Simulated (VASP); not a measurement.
# C (Diamond): exact exchange and RPA correlation, part 2 of 6

How do semilocal functionals compare with the RPA for C (Diamond), and at what cost? The scan starts from a database cell scaled to its smallest volume. The start is a cell from a database of measured crystal structures.

VASP 6.6.1, plane waves and PAW; the level of theory is named at each step.

So far. Step 3 (Exact exchange, volume ratio 0.92): The Hartree-Fock energy on these orbitals is -15.0790 eV an atom. Step 4 (Empty bands, volume ratio 0.92): WAVECAR now holds 256 bands for 8 electrons.

## 5. RPA correlation, volume ratio 0.92

This step: RPA correlation on LDA orbitals; plane waves and PAW (C_GW) (VASP 6.6.1).

The RPA correlation energy follows from the response function on imaginary frequencies; VASP computes it for a row of response cutoffs and extrapolates.

The input, INCAR:

```
SYSTEM = C
PREC = Accurate
ENCUT = 460
ISMEAR = 0
SIGMA = 0.05
LREAL = .FALSE.
GGA = CA
NBANDS = 256
ALGO = ACFDT
ENCUTGW = 200
NOMEGA = 12
PRECFOCK = Fast
LWAVE = .FALSE.
LCHARG = .FALSE.
```

The input, POSCAR:

```
C
1.0
    0.0000000000      1.7344857350      1.7344857350
    1.7344857350      0.0000000000      1.7344857350
    1.7344857350      1.7344857350      0.0000000000
C
2
Direct
    0.7500000000      0.7500000000      0.7500000000
    0.5000000000      0.5000000000      0.5000000000
```

The input, KPOINTS:

```
Automatic mesh
0
Gamma
8 8 8
0 0 0
```

The projector-augmented-wave data sets are C_GW (LDA family, release 64).

On the command line:

```console
$ mpirun -np 4 vasp_std
```

Log:

```text
[banner, memory and clock lines left out]
running    4 mpi-ranks, on    1 nodes
 distrk:  each k-point on    4 cores,    1 groups
 distr:  one band on    1 cores,    4 groups

 POSCAR found type information on POSCAR C
 POSCAR found :  1 types and       2 ions
 LDA part: xc-table for (Slater(with rela. corr.)+CA(PZ))
 , standard interpolation
 found WAVECAR, reading the header
 POSCAR, INCAR and KPOINTS ok, starting setup
 FFT: planning ... GRIDC
 FFT: planning ... GRID_SOFT
 FFT: planning ... GRID
 reading WAVECAR
 the WAVECAR file was read successfully
 initial charge from wavefunction
 available memory per node:    183.96 GB, setting MAXMEM to    188373

 The Fermi energy was updated, please check that it is located mid-gap
 values below the HOMO (VB) or above the LUMO (CB) will cause erroneous energies
 E-fermi :  13.1740

 the WAVEDER file was read successfully
 set NWRITE>2 for more details about minimax calculation
 number of imaginary grid points requested:      12
 number of distinct grids requested:  1
 quadrature errors minimized for energies in [ 0.431E+01, 0.463E+03 ]
 bosonic grid (T=0, re) determined with error: 0.2526E-08
 bosonic grid (re): 0.2526E-08
       0.9252       2.9649       5.6241       9.5013      15.5283
      25.2424      41.2759      68.2882     114.9422     199.1085
     367.9847     843.2148
energies w=
    0.000    0.925    0.000    2.965    0.000    5.624    0.000    9.501
    0.000   15.528    0.000   25.242    0.000   41.276    0.000   68.288
    0.000  114.942    0.000  199.108    0.000  367.985    0.000  843.215
 responsefunction array rank=      76
 LDA part: xc-table for (Slater(with rela. corr.)+CA(PZ))
 , standard interpolation

 min. memory requirement per mpi rank    184.1 MB, per node    736.4 MB

 allocating   3 responsefunctions rank=    76
 shmem allocating  12 responsefunctions rank=    76
 response function shared by NCSHMEM nodes    1
 Doing            3  frequencies on each core in blocks of           12
NQ=   1    0.0000    0.0000    0.0000,
|.........|.........|.........|.........
 performed       6193000 updates of chi_q(r,r)
 total number of BLAS operations        209.33 Gflops
NQ=   2    0.1250    0.0000    0.0000,
|.........|.........|.........|.........
 performed      12386000 updates of chi_q(r,r)
 total number of BLAS operations        399.78 Gflops
NQ=   3    0.2500    0.0000    0.0000,
|.........|.........|.........|.........
 performed      18579000 updates of chi_q(r,r)
 total number of BLAS operations        609.11 Gflops
NQ=   4    0.3750    0.0000    0.0000,
|.........|.........|.........|.........
 performed      24772000 updates of chi_q(r,r)
 total number of BLAS operations        873.14 Gflops
NQ=   5    0.5000    0.0000    0.0000,
|.........|.........|.........|.........
 performed      30965000 updates of chi_q(r,r)
 total number of BLAS operations       1115.91 Gflops
NQ=   6    0.1250    0.1250    0.0000,
|.........|.........|.........|.........
 performed      37158000 updates of chi_q(r,r)
 total number of BLAS operations       1294.27 Gflops
NQ=   7    0.2500    0.1250    0.0000,
|.........|.........|.........|.........
 performed      43351000 updates of chi_q(r,r)
 total number of BLAS operations       1497.21 Gflops
NQ=   8    0.3750    0.1250    0.0000,
|.........|.........|.........|.........
 performed      49544000 updates of chi_q(r,r)
 total number of BLAS operations       1726.30 Gflops
NQ=   9    0.5000    0.1250    0.0000,
|.........|.........|.........|.........
 performed      55737000 updates of chi_q(r,r)
 total number of BLAS operations       1962.19 Gflops
NQ=  10   -0.3750    0.1250    0.0000,
|.........|.........|.........|.........
 performed      61930000 updates of chi_q(r,r)
 total number of BLAS operations       2184.60 Gflops
NQ=  11   -0.2500    0.1250    0.0000,
|.........|.........|.........|.........
 performed      68123000 updates of chi_q(r,r)
 total number of BLAS operations       2413.69 Gflops
NQ=  12   -0.1250    0.1250    0.0000,
|.........|.........|.........|.........
 performed      74316000 updates of chi_q(r,r)
 total number of BLAS operations       2598.05 Gflops
NQ=  13    0.2500    0.2500    0.0000,
|.........|.........|.........|.........
 performed      80509000 updates of chi_q(r,r)
 total number of BLAS operations       2776.41 Gflops
NQ=  14    0.3750    0.2500    0.0000,
|.........|.........|.........|.........
 performed      86702000 updates of chi_q(r,r)
 total number of BLAS operations       3019.19 Gflops
NQ=  15    0.5000    0.2500    0.0000,
|.........|.........|.........|.........
 performed      92895000 updates of chi_q(r,r)
 total number of BLAS operations       3255.07 Gflops
NQ=  16   -0.3750    0.2500    0.0000,
|.........|.........|.........|.........
 performed      99088000 updates of chi_q(r,r)
 total number of BLAS operations       3470.89 Gflops
NQ=  17   -0.2500    0.2500    0.0000,
|.........|.........|.........|.........
 performed     105281000 updates of chi_q(r,r)
 total number of BLAS operations       3693.30 Gflops
NQ=  18    0.3750    0.3750    0.0000,
|.........|.........|.........|.........
 performed     111474000 updates of chi_q(r,r)
 total number of BLAS operations       3922.40 Gflops
NQ=  19    0.5000    0.3750    0.0000,
|.........|.........|.........|.........
 performed     117667000 updates of chi_q(r,r)
 total number of BLAS operations       4144.80 Gflops
NQ=  20   -0.3750    0.3750    0.0000,
|.........|.........|.........|.........
 performed     123860000 updates of chi_q(r,r)
 total number of BLAS operations       4367.21 Gflops
NQ=  21    0.5000    0.5000    0.0000,
|.........|.........|.........|.........
 performed     130053000 updates of chi_q(r,r)
 total number of BLAS operations       4570.15 Gflops
NQ=  22    0.3750    0.2500    0.1250,
|.........|.........|.........|.........
 performed     136246000 updates of chi_q(r,r)
 total number of BLAS operations       4785.97 Gflops
NQ=  23    0.5000    0.2500    0.1250,
|.........|.........|.........|.........
 performed     142439000 updates of chi_q(r,r)
 total number of BLAS operations       5015.07 Gflops
NQ=  24   -0.3750    0.2500    0.1250,
|.........|.........|.........|.........
 performed     148632000 updates of chi_q(r,r)
 total number of BLAS operations       5257.84 Gflops
NQ=  25    0.5000    0.3750    0.1250,
|.........|.........|.........|.........
 performed     154825000 updates of chi_q(r,r)
 total number of BLAS operations       5486.93 Gflops
NQ=  26   -0.3750    0.3750    0.1250,
|.........|.........|.........|.........
 performed     161018000 updates of chi_q(r,r)
 total number of BLAS operations       5709.34 Gflops
NQ=  27   -0.2500    0.3750    0.1250,
|.........|.........|.........|.........
 performed     167211000 updates of chi_q(r,r)
 total number of BLAS operations       5918.67 Gflops
NQ=  28   -0.3750    0.5000    0.1250,
|.........|.........|.........|.........
 performed     173404000 updates of chi_q(r,r)
 total number of BLAS operations       6134.49 Gflops
NQ=  29   -0.2500    0.5000    0.2500,
|.........|.........|.........|.........
 performed     179597000 updates of chi_q(r,r)
 total number of BLAS operations       6363.59 Gflops
 entering main loop
```

The job ended after 3 min (4 MPI ranks of AMD EPYC 7R43, shared host; peak memory 1 GiB; 12 min of CPU time).

OUTCAR, selected parts (step 5):

```text
   k-points           NKPTS =     29   k-points in BZ     NKDIM =    512   number of bands    NBANDS=    256

   NELECT =       8.0000    total number of electrons

 E-fermi :  13.1740

 Hartree contr. to MP2           -1.690074      0.000000

 Hartree contr. to MP2           -0.851518      0.000000

 Hartree contr. to MP2           -0.420323      0.000000

 Hartree contr. to MP2           -0.209926      0.000000

      cutoff energy     smooth cutoff   RPA   correlation   Hartree contr. to MP2

      cutoff energy     smooth cutoff   RPA   correlation   Hartree contr. to MP2
---------------------------------------------------------------------------------
            200.000           160.000      -12.7111005324      -19.6050177778
            190.476           152.381      -12.6157493747      -19.4979559963
            181.406           145.125      -12.5141174665      -19.3835338329
            172.768           138.214      -12.4061203960      -19.2616990899
            164.541           131.632      -12.2912728207      -19.1316425456
            156.705           125.364      -12.1697299213      -18.9928826651
            149.243           119.394      -12.0398213816      -18.8424829019
            142.136           113.709      -11.9030137039      -18.6809989043
  linear regression

  converged value                          -13.9143199968      -20.9813649493

[... 8 parts as in an earlier step ...]

[... 1 further part left out ...]
```

Read from the output:

| Property | Result |
| --- | --- |
| RPA correlation energy | -13.91 eV |

The correlation energy is -6.9572 eV an atom. With exact exchange the total is -22.0362 eV an atom.

## 6. Comparison: r2SCAN, volume ratio 0.92

This step: r2SCAN; plane waves and PAW (C_GW) (VASP 6.6.1).

For comparison the same cell is computed with r2SCAN.

The input, INCAR:

```
SYSTEM = C
PREC = Accurate
ENCUT = 460
EDIFF = 1E-06
NELM = 100
ISMEAR = 0
SIGMA = 0.05
LREAL = .FALSE.
ALGO = Normal
METAGGA = R2SCAN
LASPH = .TRUE.
NBANDS = 10
LWAVE = .FALSE.
LCHARG = .FALSE.
KPAR = 4
```

POSCAR is that of step 5.

KPOINTS is that of step 5.

On the command line:

```console
$ mpirun -np 4 vasp_std
```

Log:

```text
[banner, memory and clock lines left out]
running    4 mpi-ranks, on    1 nodes
 distrk:  each k-point on    1 cores,    4 groups
 distr:  one band on    1 cores,    1 groups

 POSCAR found type information on POSCAR C
 POSCAR found :  1 types and       2 ions
|                                                                             |
|               ----> ADVICE to this user running VASP <----                  |
|                                                                             |
|     You enforced a specific xc type in the INCAR file but a different       |
|     [... a line on the potential file left out ...]
|     I HOPE YOU KNOW WHAT YOU ARE DOING!                                     |
|                                                                             |

 LDA part: xc-table for (None), standard interpolation
 POSCAR, INCAR and KPOINTS ok, starting setup
 FFT: planning ... GRIDC
 FFT: planning ... GRID_SOFT
 FFT: planning ... GRID
 WAVECAR not read
 entering main loop
       N       E                     dE             d eps       ncg     rms          rms(c)
DAV:   1    -0.519309E+01   -0.51931E+01   -0.48042E+03   604   0.744E+02
DAV:   2    -0.403616E+02   -0.35169E+02   -0.32589E+02   758   0.208E+02
DAV:   3    -0.409816E+02   -0.61998E+00   -0.61650E+00   754   0.218E+01
DAV:   4    -0.409838E+02   -0.22332E-02   -0.22323E-02   682   0.131E+00
DAV:   5    -0.409838E+02   -0.92993E-05   -0.92989E-05   696   0.792E-02    0.526E+00
DAV:   6    -0.376814E+02    0.33024E+01   -0.32753E-01   656   0.596E+00    0.297E+00
DAV:   7    -0.375308E+02    0.15061E+00   -0.31025E-01   778   0.526E+00    0.355E-01
DAV:   8    -0.375320E+02   -0.12527E-02   -0.36072E-03   650   0.702E-01    0.971E-02
DAV:   9    -0.375321E+02   -0.65143E-04   -0.88316E-05   654   0.124E-01    0.125E-02
DAV:  10    -0.375321E+02   -0.45078E-05   -0.25197E-06   768   0.189E-02    0.309E-03
DAV:  11    -0.375321E+02   -0.12850E-06   -0.48925E-07   378   0.790E-03
   1 F= -.37532083E+02 E0= -.37532083E+02  d E =-.337588E-23
```

It took 5.4 s on 4 MPI ranks; peak memory 0.32 GiB.

From OUTCAR (step 6):

```text
   NELECT =       8.0000    total number of electrons

 E-fermi :  11.5839

 k-point     1 :       0.0000    0.0000    0.0000
  band No.  band energies     occupation
      1     -12.6299      2.00000
      2      11.2472      2.00000
      3      11.2472      2.00000
      4      11.2472      2.00000
      5      17.3062      0.00000
      6      17.3062      0.00000
      7      17.3062      0.00000
      8      27.0559      0.00000
      9      32.8238      0.00000
    ...

  Total        2.3508633      2.3508633      2.3508633      0.0000000      0.0000000      0.0000000
  in kB      360.9073851    360.9073851    360.9073851      0.0000000      0.0000000      0.0000000
  external PRESSURE =     360.9073851 kB  Pullay stress =       0.0000000 kB

  FREE ENERGIE OF THE ION-ELECTRON SYSTEM (eV)
  ---------------------------------------------------
  free  energy   TOTEN  =       -37.5320832292 eV

  energy  without entropy=      -37.5320832292  energy(sigma->0) =      -37.53208323

[... 10 parts as in an earlier step ...]

[... 7 further parts left out ...]
```

This step gave:

```
free energy (TOTEN)            : -37.53 eV
Fermi energy                   : 11.58 eV
pressure                       : 36.09 GPa
gap on the k-mesh              : 4.510 eV
least direct gap on the k-mesh : 6.059 eV
```

Its energy is -18.7660 eV an atom, on a zero of its own.

## 7. Orbitals for comparison: HSE06, volume ratio 0.92

This step: LDA; plane waves and PAW (C_GW) (VASP 6.6.1).

A hybrid converges faster from good orbitals, so a cheap LDA run writes WAVECAR first.

The input, INCAR:

```
SYSTEM = C
PREC = Accurate
ENCUT = 460
EDIFF = 1E-05
NELM = 100
ISMEAR = 0
SIGMA = 0.05
LREAL = .FALSE.
ALGO = Normal
GGA = CA
NBANDS = 10
LORBIT = 11
LWAVE = .TRUE.
LCHARG = .FALSE.
KPAR = 4
```

POSCAR is that of step 6.

KPOINTS is that of step 6.

On the command line:

```console
$ mpirun -np 4 vasp_std
```

Log:

```text
[... set-up lines as in an earlier step ...]
 entering main loop
       N       E                     dE             d eps       ncg     rms          rms(c)
[... 8 cycles as in an earlier step ...]
DAV:   9    -0.202037E+02   -0.57669E-05   -0.23739E-05   652   0.496E-02
   1 F= -.20203703E+02 E0= -.20203703E+02  d E =-.115778E-10
 writing wavefunctions
```

Run time: 1.6 s. Hardware: 4 MPI ranks; peak memory 0.3 GiB.

Parts of OUTCAR (step 7):

```text
   NELECT =       8.0000    total number of electrons

 E-fermi :  11.2230

 k-point     1 :       0.0000    0.0000    0.0000
  band No.  band energies     occupation
      1     -11.4351      2.00000
      2      11.0201      2.00000
      3      11.0201      2.00000
      4      11.0201      2.00000
      5      16.8022      0.00000
      6      16.8022      0.00000
      7      16.8022      0.00000
      8      26.5300      0.00000
      9      31.1601      0.00000
    ...

  Total        1.5890272      1.5890272      1.5890272     -0.0000000      0.0000000      0.0000000
  in kB      243.9493796    243.9493796    243.9493796     -0.0000000      0.0000000      0.0000000
  external PRESSURE =     243.9493796 kB  Pullay stress =       0.0000000 kB

 POSITION                                       TOTAL-FORCE (eV/Angst)
 -----------------------------------------------------------------------------------
      2.60173      2.60173      2.60173         0.000000     -0.000000     -0.000000
      1.73449      1.73449      1.73449        -0.000000      0.000000      0.000000
 -----------------------------------------------------------------------------------
    total drift:                                0.000000     -0.000000      0.000000

  FREE ENERGIE OF THE ION-ELECTRON SYSTEM (eV)
  ---------------------------------------------------
  free  energy   TOTEN  =       -20.2037030798 eV

  energy  without entropy=      -20.2037030798  energy(sigma->0) =      -20.20370308

[... 10 parts as in an earlier step ...]

[... 7 further parts left out ...]
```

Read from the output:

```
free energy (TOTEN)            : -20.20 eV
Fermi energy                   : 11.22 eV
pressure                       : 24.39 GPa
gap on the k-mesh              : 4.307 eV
least direct gap on the k-mesh : 5.782 eV
```

The run ends at a pressure of 24.39 GPa.

## 8. Comparison: HSE06, volume ratio 0.92

This step: HSE06; plane waves and PAW (C_GW) (VASP 6.6.1).

For comparison the same cell is computed with HSE06.

The input, INCAR:

```
SYSTEM = C
PREC = Accurate
ENCUT = 460
EDIFF = 1E-06
NELM = 100
ISMEAR = 0
SIGMA = 0.05
LREAL = .FALSE.
ALGO = Normal
LHFCALC = .TRUE.
AEXX = 0.25
GGA = PE
HFSCREEN = 0.2
LASPH = .TRUE.
NBANDS = 10
PRECFOCK = Fast
LWAVE = .FALSE.
LCHARG = .FALSE.
KPAR = 4
```

POSCAR is that of step 7.

KPOINTS is that of step 7.

The WAVECAR or CHGCAR of an earlier step is read.

On the command line:

```console
$ mpirun -np 4 vasp_std
```

Log:

```text
[banner, memory and clock lines left out]
running    4 mpi-ranks, on    1 nodes
 distrk:  each k-point on    1 cores,    4 groups
 distr:  one band on    1 cores,    1 groups

 POSCAR found type information on POSCAR C
 POSCAR found :  1 types and       2 ions
 [... a notice as in an earlier step ...]

 LDA part: xc-table for (Slater+PW92), standard interpolation
 found WAVECAR, reading the header
 POSCAR, INCAR and KPOINTS ok, starting setup
 FFT: planning ... GRIDC
 FFT: planning ... GRID_SOFT
 FFT: planning ... GRID
 reading WAVECAR
 the WAVECAR file was read successfully
 initial charge from wavefunction
 entering main loop
       N       E                     dE             d eps       ncg     rms          rms(c)
DAV:   1    -0.210582E+02   -0.21058E+02   -0.64285E-01   754   0.121E+01    0.490E-01
DAV:   2    -0.210609E+02   -0.26245E-02   -0.55437E-03   642   0.660E-01    0.317E-01
DAV:   3    -0.210602E+02    0.69959E-03   -0.28576E-04   696   0.210E-01    0.187E-01
DAV:   4    -0.210599E+02    0.23066E-03   -0.75222E-05   776   0.126E-01    0.109E-01
DAV:   5    -0.210599E+02    0.72588E-04   -0.21661E-05   808   0.682E-02    0.638E-02
DAV:   6    -0.210598E+02    0.22585E-04   -0.65969E-06   804   0.375E-02    0.374E-02
DAV:   7    -0.210598E+02    0.68409E-05   -0.21439E-06   630   0.212E-02    0.220E-02
DAV:   8    -0.210598E+02    0.18812E-05   -0.66666E-07   298   0.122E-02    0.130E-02
DAV:   9    -0.210598E+02    0.39379E-06   -0.35353E-07   306   0.661E-03
   1 F= -.21059823E+02 E0= -.21059823E+02  d E =-.519795E-21
```

The job ended after 1.9 min (4 MPI ranks; peak memory 0.69 GiB; 7.6 min of CPU time).

From OUTCAR (step 8):

```text
   k-points           NKPTS =     29   k-points in BZ     NKDIM =    512   number of bands    NBANDS=     10

   NELECT =       8.0000    total number of electrons

 E-fermi :  10.9294

 k-point     1 :       0.0000    0.0000    0.0000
  band No.  band energies     occupation
      1     -14.1247      2.00000
      2      10.6120      2.00000
      3      10.6120      2.00000
      4      10.6120      2.00000
      5      17.8603      0.00000
      6      17.8603      0.00000
      7      17.8603      0.00000
      8      27.9060      0.00000
      9      32.6509      0.00000
    ...

 POSITION                                       TOTAL-FORCE (eV/Angst)
 -----------------------------------------------------------------------------------
      2.60173      2.60173      2.60173        -0.000000      0.000000     -0.000000
      1.73449      1.73449      1.73449         0.000000      0.000000      0.000000
 -----------------------------------------------------------------------------------
    total drift:                               -0.000000      0.000000     -0.000000

  FREE ENERGIE OF THE ION-ELECTRON SYSTEM (eV)
  ---------------------------------------------------
  free  energy   TOTEN  =       -21.0598232281 eV

  energy  without entropy=      -21.0598232281  energy(sigma->0) =      -21.05982323

[... 9 parts as in an earlier step ...]

[... 7 further parts left out ...]
```

This step gave:

```
free energy (TOTEN)            : -21.06 eV
Fermi energy                   : 10.93 eV
gap on the k-mesh              : 5.506 eV
least direct gap on the k-mesh : 7.248 eV
```

Its energy is -10.5299 eV an atom, on a zero of its own.

(Continued in part 3 of 6.)

[Long decimals in the printed logs are rounded to 6 places.]

[Lines on the potential files, build, host, timing and source positions are cut from VASP's logs without a mark.]

[Logs are printed without paths, hosts, clocks, repeated set-up lines and the standing remarks that a program may print on its own settings, such as how far it seeks lower states.]

[Hosts, paths, dates, database ids (printed as entryN), source tags and the programs' standing remarks are cut or masked in the printed files.]

[Measured values are set beside computed ones only where the two were judged alike; some that the calculation misses by far are left out.]

[Pressures printed for these runs are not shown converged in the cutoff: they can be off by several GPa and have the wrong sign.]
